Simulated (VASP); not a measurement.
## Bi: convergence with the SCF solver and SCF threshold

Aim: find what the SCF solver and SCF threshold change for Bi, and what they cost. The series runs use PBEsol. The SCF solver tried: ALGO = Normal; ALGO = Fast; ALGO = VeryFast; ALGO = All; ALGO = Damped; AMIX = 0.1, BMIX = 0.01; AMIX = 0.8; IMIX = 1, AMIX = 0.2. The SCF threshold tried: EDIFF = 0.01; EDIFF = 0.001; EDIFF = 1E-04; EDIFF = 1E-05; EDIFF = 1E-06; EDIFF = 1E-08. This is not the structure that Bi takes at ambient conditions. The start is a computed cell from the Materials Project.

Method: PBEsol; plane waves and PAW (Bi_d), in VASP 6.6.1.

The starting crystal is not the ambient structure of Bi (space group No. 166); it is a model or a phase of other conditions.

### Step 1. The starting structure

Symmetry: Im-3m, No. 229, cubic system. Conventional cell: a = 3.963 Å, b = 3.963 Å, c = 3.963 Å, α = 90.00°, β = 90.00°, γ = 90.00°. Bi has 8 Bi at 3.43 Å nearest.

As a file:

```xyz
1
Lattice="-1.9814 1.9814 1.9814 1.9814 -1.9814 1.9814 1.9814 1.9814 -1.9814" Properties=species:S:1:pos:R:3 pbc="T T T"
Bi    0.0000    0.0000    0.0000
```

### Step 2. SCF solver: ALGO = Normal

All solvers should reach one answer; they differ in cycles and robustness. PBEsol restores the gradient expansion of exchange and is tuned for the cells of solids.

INCAR

```
SYSTEM = Bi
PREC = Accurate
ENCUT = 400
EDIFF = 1E-06
NELM = 100
ISMEAR = -1
SIGMA = 0.05
LREAL = .FALSE.
ALGO = Normal
GGA = PS
NBANDS = 13
LORBIT = 11
LWAVE = .FALSE.
LCHARG = .FALSE.
KPAR = 2
ISIF = 2
```

POSCAR

```
Bi
1.0
   -1.9814305318      1.9814305318      1.9814305318
    1.9814305318     -1.9814305318      1.9814305318
    1.9814305318      1.9814305318     -1.9814305318
Bi
1
Direct
    0.0000000000      0.0000000000      0.0000000000
```

KPOINTS

```
Automatic mesh
0
Gamma
7 7 7
0 0 0
```

The projector-augmented-wave data sets are Bi_d (PBE family, release 64).

Started as:

```bash
$ mpirun -np 2 vasp_std
```

Log:

```text
[banner, memory and clock lines left out]
running    2 mpi-ranks, on    1 nodes
 distrk:  each k-point on    1 cores,    2 groups
 distr:  one band on    1 cores,    1 groups

 POSCAR found type information on POSCAR Bi
 POSCAR found :  1 types and       1 ions
|                                                                             |
|               ----> ADVICE to this user running VASP <----                  |
|                                                                             |
|     You enforced a specific xc type in the INCAR file but a different       |
|     [... a line on the potential file left out ...]
|     I HOPE YOU KNOW WHAT YOU ARE DOING!                                     |
|                                                                             |

 LDA part: xc-table for (Slater+PW92), standard interpolation
 POSCAR, INCAR and KPOINTS ok, starting setup
 FFT: planning ... GRIDC
 FFT: planning ... GRID_SOFT
 FFT: planning ... GRID
 WAVECAR not read
 entering main loop
       N       E                     dE             d eps       ncg     rms          rms(c)
DAV:   1     0.974983047382E+02    0.97498E+02   -0.69219E+03   543   0.110E+03
DAV:   2     0.107483700156E+01   -0.96423E+02   -0.94079E+02   555   0.304E+02
DAV:   3    -0.406795961503E+01   -0.51428E+01   -0.51290E+01   648   0.753E+01
DAV:   4    -0.417923898991E+01   -0.11128E+00   -0.11126E+00   659   0.118E+01
DAV:   5    -0.418448805665E+01   -0.52491E-02   -0.52489E-02   714   0.231E+00    0.453E-01
DAV:   6    -0.417861703080E+01    0.58710E-02   -0.94971E-03   669   0.141E+00    0.258E-01
DAV:   7    -0.417720025586E+01    0.14168E-02   -0.54496E-03   665   0.105E+00    0.792E-02
DAV:   8    -0.417717931586E+01    0.20940E-04   -0.42669E-04   645   0.335E-01    0.885E-03
DAV:   9    -0.417717835723E+01    0.95863E-06   -0.10645E-05   713   0.476E-02    0.393E-03
DAV:  10    -0.417717817050E+01    0.18672E-06   -0.69256E-07   405   0.951E-03
   1 F= -.41771782E+01 E0= -.41728891E+01  d E =-.857823E-02
```

Wall time 3 s (2 MPI ranks of AMD EPYC 7R43, shared host); peak memory 0.2 GiB; 4.7 s of CPU time.

Lines that name or quote the potential files are left out of all logs, and their timing lines are given in words.

Parts of OUTCAR (step 2):

```text
ion  position               nearest neighbor table
   1  0.000  0.000  0.000-

  LATTYP: Found a body centered cubic cell.
 ALAT       =     3.9628610636

 Subroutine GETGRP returns: Found 48 space group operations
 (whereof 48 operations were pure point group operations)

The static configuration has the point symmetry O_h .

 Found     20 irreducible k-points:

   k-points           NKPTS =     20   k-points in BZ     NKDIM =     20   number of bands    NBANDS=     13

   dimension x,y,z NGX =    24 NGY =   24 NGZ =   24
   dimension x,y,z NGXF=    48 NGYF=   48 NGZF=   48

   ENCUT  =  400.0 eV  29.40 Ry    5.42 a.u.   5.60  5.60  5.60*2*pi/ulx,y,z

   NELECT =      15.0000    total number of electrons

 k-points in reciprocal lattice and weights: Automatic mesh
   0.00000000  0.00000000  0.00000000       0.003
   0.14285714  0.00000000  0.00000000       0.035
   0.28571429  0.00000000  0.00000000       0.035
   0.42857143  0.00000000  0.00000000       0.035
   0.14285714  0.14285714  0.00000000       0.070
   0.28571429  0.14285714 -0.00000000       0.140
   0.42857143  0.14285714 -0.00000000       0.070
   0.28571429  0.28571429  0.00000000       0.070
   0.14285714  0.14285714  0.14285714       0.023
[...]
-0.42857143 -0.42857143  0.28571429       0.023
  -0.42857143  0.42857143  0.42857143       0.017

 average (electrostatic) potential at core
       1-103.0242

 E-fermi :   7.6916

 k-point     1 :       0.0000    0.0000    0.0000
  band No.  band energies     occupation
    ...
      2     -15.1811      2.00000
      3     -15.1811      2.00000
      4     -15.0507      2.00000
      5     -15.0507      2.00000
      6      -5.7789      2.00000
      7      12.8711      0.00000
      8      12.8711      0.00000
      9      12.8711      0.00000
     10      16.8514      0.00000
     11      18.2231      0.00000
    ...

 k-point     2 :       0.1429    0.0000    0.0000
  band No.  band energies     occupation
    ...
      2     -15.1689      2.00000
      3     -15.1419      2.00000
      4     -15.0591      2.00000
      5     -15.0522      2.00000
      6      -5.4087      2.00000
      7       9.9719      0.00000
      8      11.8974      0.00000
      9      12.5417      0.00000
     10      16.0749      0.00000
     11      17.0047      0.00000
    ...

 k-point     3 :       0.2857    0.0000    0.0000
  band No.  band energies     occupation
    ...
      3     -15.0683      2.00000
      4     -15.0554      2.00000
      5     -15.0520      2.00000
      6      -4.3535      2.00000
      7       6.0464      2.00000
      8      10.3751      0.00000
      9      11.8096      0.00000
     10      14.5150      0.00000
     11      15.9216      0.00000
     12      18.5369      0.00000
    ...

  Total       -0.2123472     -0.2123472     -0.2123472      0.0000000     -0.0000000      0.0000000
  in kB      -10.9335350    -10.9335350    -10.9335350      0.0000000     -0.0000000      0.0000000
  external PRESSURE =     -10.9335350 kB  Pullay stress =       0.0000000 kB

  energy-cutoff  :      400.00
  volume of cell :       31.12
      direct lattice vectors                 reciprocal lattice vectors
    -1.981430532  1.981430532  1.981430532     0.000000000  0.252342937  0.252342937
     1.981430532 -1.981430532  1.981430532     0.252342937  0.000000000  0.252342937
     1.981430532  1.981430532 -1.981430532     0.252342937  0.252342937  0.000000000

 POSITION                                       TOTAL-FORCE (eV/Angst)
 -----------------------------------------------------------------------------------
      0.00000      0.00000      0.00000        -0.000000      0.000000     -0.000000
 -----------------------------------------------------------------------------------
    total drift:                               -0.000000     -0.000000      0.000000

  FREE ENERGIE OF THE ION-ELECTRON SYSTEM (eV)
  ---------------------------------------------------
  free  energy   TOTEN  =        -4.1771781705 eV

  energy  without entropy=       -4.1685999402  energy(sigma->0) =       -4.17288906

 total charge
# of ion       s       p       d       tot
------------------------------------------
    1        1.554   1.256   9.918  12.728

[... 3 further parts left out ...]
```

This run has no spin polarisation. Its electron count is odd, so without a moment it is a metal by construction. The k-mesh is coarse for a metal. The PAW data sets were made with PBE, which is usual practice but a small mismatch for other functionals.

This step gave:

| Quantity | Value |
| --- | --- |
| SCF cycles | 10 |
| electrons | 15 |
| bands | 13 |
| irreducible k-points | 20 |
| symmetry operations | 48 |
| free energy (TOTEN) | -4.177 eV |
| energy at zero smearing | -4.173 eV |
| Fermi energy | 7.692 eV |
| pressure | -1.093 GPa |
| metallic, judged on the points sampled | yes |

The series starts at -4.1729 eV an atom and -1.09 GPa, after 10 cycles in 3 s.

### Step 3. SCF solver: ALGO = Fast

Edit INCAR of step 2 so:

```diff
@@ -8,3 +8,3 @@
 LREAL = .FALSE.
-ALGO = Normal
+ALGO = Fast
 GGA = PS
```

POSCAR is that of step 2.

KPOINTS is that of step 2.

Started as:

```bash
$ mpirun -np 2 vasp_std
```

Log:

```text
[banner, memory and clock lines left out]
running    2 mpi-ranks, on    1 nodes
[...]
[... a notice as in an earlier step ...]

 LDA part: xc-table for (Slater+PW92), standard interpolation
 POSCAR, INCAR and KPOINTS ok, starting setup
[...]
entering main loop
       N       E                     dE             d eps       ncg     rms          rms(c)
[... 5 cycles as in an earlier step ...]
RMM:   6    -0.417848307010E+01    0.60050E-02   -0.79474E-03   620   0.113E+00    0.263E-01
RMM:   7    -0.417709430111E+01    0.13888E-02   -0.66023E-03   616   0.881E-01    0.782E-02
RMM:   8    -0.417713821134E+01   -0.43910E-04   -0.11332E-03   688   0.475E-01    0.126E-02
RMM:   9    -0.417717381209E+01   -0.35601E-04   -0.36180E-04   802   0.183E-01    0.950E-03
RMM:  10    -0.417717551233E+01   -0.17002E-05   -0.68154E-05   699   0.122E-01    0.259E-03
RMM:  11    -0.417717803850E+01   -0.25262E-05   -0.35947E-05   841   0.576E-02    0.238E-03
RMM:  12    -0.417717861147E+01   -0.57297E-06   -0.45517E-06   520   0.211E-02
   1 F= -.41771786E+01 E0= -.41728894E+01  d E =-.857834E-02
```

The job ended after 3.8 s (2 MPI ranks; peak memory 0.19 GiB).

OUTCAR, selected parts (step 3):

```text
  Total       -0.2042100     -0.2042100     -0.2042100     -0.0000000     -0.0000000      0.0000000
  in kB      -10.5145603    -10.5145603    -10.5145603     -0.0000000     -0.0000000      0.0000000
  external PRESSURE =     -10.5145603 kB  Pullay stress =       0.0000000 kB

 POSITION                                       TOTAL-FORCE (eV/Angst)
 -----------------------------------------------------------------------------------
      0.00000      0.00000      0.00000         0.000000      0.000000     -0.000000
 -----------------------------------------------------------------------------------
    total drift:                                0.000000     -0.000000      0.000000

  FREE ENERGIE OF THE ION-ELECTRON SYSTEM (eV)
  ---------------------------------------------------
  free  energy   TOTEN  =        -4.1771786115 eV

  energy  without entropy=       -4.1686002676  energy(sigma->0) =       -4.17288944

[... 2 parts as in an earlier step ...]

[... 1 further part left out ...]
[key lines of the parts left out:]
E-fermi :   7.6915
```

Against the first of the series the energy stays within 0.01 meV an atom; the pressure moves by +0.04 GPa, after 12 cycles in 3.8 s.

### Step 4. SCF solver: ALGO = VeryFast

Edit INCAR of step 3 so:

```diff
@@ -8,3 +8,3 @@
 LREAL = .FALSE.
-ALGO = Fast
+ALGO = VeryFast
 GGA = PS
```

POSCAR is that of step 3.

KPOINTS is that of step 3.

Started as:

```bash
$ mpirun -np 2 vasp_std
```

Log:

```text
[... set-up lines as in an earlier step ...]
 entering main loop
       N       E                     dE             d eps       ncg     rms          rms(c)
RMM:   1     0.102261324607E+03    0.10226E+03   -0.52101E+03   260   0.958E+02
RMM:   2    -0.176522808707E+02   -0.11991E+03   -0.16266E+03   260   0.274E+02
RMM:   3    -0.191868420043E+01    0.15734E+02   -0.21683E+02   260   0.146E+02
RMM:   4    -0.399232579179E+01   -0.20736E+01   -0.33754E+01   260   0.674E+01
[...]
RMM:  17    -0.417717746463E+01   -0.18821E-05   -0.63751E-05   700   0.139E-01    0.462E-03
RMM:  18    -0.417717754803E+01   -0.83400E-07   -0.22117E-05   782   0.534E-02    0.202E-03
RMM:  19    -0.417717841230E+01   -0.86427E-06   -0.71362E-06   596   0.320E-02
   1 F= -.41771784E+01 E0= -.41728893E+01  d E =-.857830E-02
```

Elapsed: 4.4 s, on 2 MPI ranks; peak memory 0.2 GiB.

Parts of OUTCAR (step 4):

```text
  Total       -0.2157681     -0.2157681     -0.2157681     -0.0000000     -0.0000000      0.0000000
  in kB      -11.1096737    -11.1096737    -11.1096737     -0.0000000     -0.0000000      0.0000000
  external PRESSURE =     -11.1096737 kB  Pullay stress =       0.0000000 kB

 POSITION                                       TOTAL-FORCE (eV/Angst)
 -----------------------------------------------------------------------------------
      0.00000      0.00000      0.00000        -0.000000      0.000000     -0.000000
 -----------------------------------------------------------------------------------
    total drift:                                0.000000     -0.000000     -0.000000

  FREE ENERGIE OF THE ION-ELECTRON SYSTEM (eV)
  ---------------------------------------------------
  free  energy   TOTEN  =        -4.1771784123 eV

  energy  without entropy=       -4.1686001137  energy(sigma->0) =       -4.17288926

[... 2 parts as in an earlier step ...]

[... 1 further part left out ...]
[key lines of the parts left out:]
E-fermi :   7.6915
```

Against the first of the series the energy stays within 0.01 meV an atom; the pressure moves by -0.02 GPa, after 19 cycles in 4.4 s.

### Step 5. SCF solver: ALGO = All

Edit INCAR of step 4 so:

```diff
@@ -8,3 +8,3 @@
 LREAL = .FALSE.
-ALGO = VeryFast
+ALGO = All
 GGA = PS
```

POSCAR is that of step 4.

KPOINTS is that of step 4.

Started as:

```bash
$ mpirun -np 2 vasp_std
```

Log:

```text
[... set-up lines as in an earlier step ...]
 entering main loop
       N       E                     dE             d eps       ncg     rms           ort
DAV:   1     0.974983047382E+02    0.97498E+02   -0.70079E+03   260   0.134E+03
DAV:   2     0.107483700156E+01   -0.96423E+02   -0.94079E+02   260   0.304E+02
DAV:   3    -0.406795961503E+01   -0.51428E+01   -0.51290E+01   260   0.753E+01
DAV:   4    -0.417923898991E+01   -0.11128E+00   -0.11126E+00   260   0.118E+01
DAV:   5    -0.418448805665E+01   -0.52491E-02   -0.52489E-02   260   0.231E+00
SDA:   6    -0.417134884204E+01    0.13139E-01   -0.52489E-02   260   0.314E-01   0.000E+00
 gam= 0.000 g(H,U,f)=  0.282E-01 0.320E-02 0.149E-04 ort(H,U,f) = 0.000E+00 0.000E+00 0.000E+00
 gam= 0.000 trial= 0.400  step=  0.2725 mean=  0.4000
CGA:   7    -0.417562716050E+01   -0.42783E-02   -0.42733E-02   260   0.293E-02  -0.111E-03
 gam= 0.093 g(H,U,f)=  0.199E-02 0.933E-03 0.490E-05 ort(H,U,f) =-0.184E-02 0.172E-02 0.850E-05
 gam= 0.093 trial= 0.387  step=  0.8717 mean=  0.3872
[...]
gam= 0.357 trial= 0.471  step=  0.6436 mean=  0.4705
CGA:  10    -0.417716121323E+01   -0.57690E-04   -0.58401E-04   260   0.483E-04  -0.823E-05
 gam= 0.269 g(H,U,f)=  0.482E-04 0.945E-07 0.377E-10 ort(H,U,f) =-0.602E-05-0.220E-05-0.193E-08
 gam= 0.269 trial= 0.488  step=  0.4719 mean=  0.4878
CGA:  11    -0.417717205910E+01   -0.10846E-04   -0.10867E-04   260   0.957E-05   0.272E-05
 gam= 0.198 g(H,U,f)=  0.946E-05 0.111E-06 0.365E-09 ort(H,U,f) = 0.352E-05-0.798E-06-0.366E-08
 gam= 0.198 trial= 0.486  step=  0.7972 mean=  0.4862
CGA:  12    -0.417717612065E+01   -0.40616E-05   -0.40306E-05   260   0.308E-05   0.196E-06
 gam= 0.321 g(H,U,f)=  0.291E-05 0.162E-06 0.789E-09 ort(H,U,f) = 0.270E-06-0.734E-07-0.550E-09
 gam= 0.321 trial= 0.517  step=  0.9526 mean=  0.5173
SDA:  13    -0.417717737923E+01   -0.12586E-05   -0.14948E-05   260   0.317E-05  -0.108E-05
 gam= 0.000 g(H,U,f)=  0.299E-05 0.188E-06 0.812E-09 ort(H,U,f) =-0.123E-05 0.148E-06 0.620E-09
 gam= 0.000 trial= 0.561  step=  0.3347 mean=  0.5608
CGA:  14    -0.417717783132E+01   -0.45210E-06   -0.53131E-06   260   0.450E-06   0.702E-06
 gam= 0.142 g(H,U,f)=  0.405E-06 0.449E-07 0.218E-09 ort(H,U,f) = 0.609E-06 0.919E-07 0.420E-09
 gam= 0.142 trial= 0.538  step=  0.4807 mean=  0.5382
 final diagonalization occupied
   1 F= -.41771778E+01 E0= -.41728886E+01  d E =-.857837E-02
```

It took 3.8 s on 2 MPI ranks; peak memory 0.2 GiB.

OUTCAR, selected parts (step 5):

```text
  Total       -0.2153314     -0.2153314     -0.2153314     -0.0000000     -0.0000000      0.0000000
  in kB      -11.0871867    -11.0871867    -11.0871867     -0.0000000     -0.0000000      0.0000000
  external PRESSURE =     -11.0871867 kB  Pullay stress =       0.0000000 kB

 POSITION                                       TOTAL-FORCE (eV/Angst)
 -----------------------------------------------------------------------------------
      0.00000      0.00000      0.00000         0.000000     -0.000000      0.000000
 -----------------------------------------------------------------------------------
    total drift:                               -0.000000     -0.000000      0.000000

  FREE ENERGIE OF THE ION-ELECTRON SYSTEM (eV)
  ---------------------------------------------------
  free  energy   TOTEN  =        -4.1771778313 eV

  energy  without entropy=       -4.1685994638  energy(sigma->0) =       -4.17288865

[... 2 parts as in an earlier step ...]

[... 1 further part left out ...]
[key lines of the parts left out:]
E-fermi :   7.6914
```

Against the first of the series the energy stays within 0.01 meV an atom; the pressure moves by -0.02 GPa, after 14 cycles in 3.8 s.

### Step 6. SCF solver: ALGO = Damped

Edit INCAR of step 5 so:

```diff
@@ -8,3 +8,3 @@
 LREAL = .FALSE.
-ALGO = All
+ALGO = Damped
 GGA = PS
```

POSCAR is that of step 5.

KPOINTS is that of step 5.

Started as:

```bash
$ mpirun -np 2 vasp_std
```

Log:

```text
[... set-up lines as in an earlier step ...]
 entering main loop
       N       E                     dE             d eps       ncg     rms           ort
DAV:   1     0.162387330945E+03    0.16239E+03   -0.64830E+03   260   0.134E+03
DAV:   2     0.328736095857E+02   -0.12951E+03   -0.12686E+03   260   0.359E+02
DAV:   3     0.253958749139E+01   -0.30334E+02   -0.29794E+02   260   0.170E+02
DAV:   4    -0.271461230478E+01   -0.52542E+01   -0.52027E+01   260   0.800E+01
[...]
DMP:  16    -0.417717379526E+01   -0.45803E-05   -0.37978E-05   260   0.658E-05   0.763E-05
DMP:  17    -0.417717609061E+01   -0.22954E-05   -0.13183E-05   260   0.203E-05   0.331E-05
DMP:  18    -0.417717699765E+01   -0.90704E-06   -0.73536E-06   260   0.124E-05   0.156E-05
 final diagonalization occupied
   1 F= -.41771770E+01 E0= -.41728882E+01  d E =-.857764E-02
```

Run time: 4 s. Hardware: 2 MPI ranks; peak memory 0.2 GiB; 6.6 s of CPU time.

Parts of OUTCAR (step 6):

```text
  Total       -0.2135412     -0.2135412     -0.2135412      0.0000000      0.0000000     -0.0000000
  in kB      -10.9950115    -10.9950115    -10.9950115      0.0000000      0.0000000     -0.0000000
  external PRESSURE =     -10.9950115 kB  Pullay stress =       0.0000000 kB

 POSITION                                       TOTAL-FORCE (eV/Angst)
 -----------------------------------------------------------------------------------
      0.00000      0.00000      0.00000        -0.000000      0.000000      0.000000
 -----------------------------------------------------------------------------------
    total drift:                               -0.000000     -0.000000      0.000000

  FREE ENERGIE OF THE ION-ELECTRON SYSTEM (eV)
  ---------------------------------------------------
  free  energy   TOTEN  =        -4.1771769977 eV

  energy  without entropy=       -4.1685993559  energy(sigma->0) =       -4.17288818

[... 2 parts as in an earlier step ...]

[... 1 further part left out ...]
[key lines of the parts left out:]
E-fermi :   7.6915
```

Against the first of the series the energy stays within 0.01 meV an atom; the pressure moves by -0.01 GPa, after 18 cycles in 4 s.

[end of part 1 of 2]

[Lines on the potential files, build, host, timing and source positions are cut from VASP's logs without a mark.]

[Logs are printed without paths, hosts, clocks, repeated set-up lines and the standing remarks that a program may print on its own settings, such as how far it seeks lower states.]

[Hosts, paths, dates, database ids (printed as entryN), source tags and the programs' standing remarks are cut or masked in the printed files.]

[A measured line is paired with the nearest computed mode of its activity, which favours agreement.]

[In band tables of VASP the shares of atoms and orbitals are scaled to a sum of 1 inside the atoms' spheres.]
